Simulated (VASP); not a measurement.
The cell holds one Ge (diamond) (100) slab, with vacuum along c, ions free to move until forces fall under 0.03 eV/Å, no reconstruction beyond this cell, dipole correction on.

```
Ge
1.0
    4.00890     0.00000     0.00000
    0.00000     4.00890     0.00000
    0.00000     0.00000    26.36920
Ge
8
Cartesian
  1.00222   2.00445   8.17735
  1.00222   0.00000   9.63176
  3.00667   0.00000  11.05044
  3.00667   2.00445  12.47899
  1.00222   2.00445  13.89021
  1.00222   0.00000  15.31877
  3.00667   0.00000  16.73744
  3.00667   2.00445  18.19186
```

Computed with PBEsol GGA, VASP's PBE PAW potentials (set 64) (plane waves; VASP 6.6.1). Settings: 400 eV cut-off, 7×7×1 Γ-centred mesh, first-order Methfessel-Paxton smearing of 0.10 eV, potentials Ge_d.

Slab and bulk use different k-meshes, so the surface energy is good to a few per cent at best.

Task: Predict its surface energy, work function, band gap (on the k-mesh).

Result: 
```
Item                                                        Result
------------------------  ----------------------------------------
surface energy                                           1.61 J/m²
work function                                              5.14 eV
band gap (on the k-mesh)  none (metal, semimetal or under 0.01 eV)
```

The cell is a thin slab with vacuum, built from Ge (diamond): (100) face.
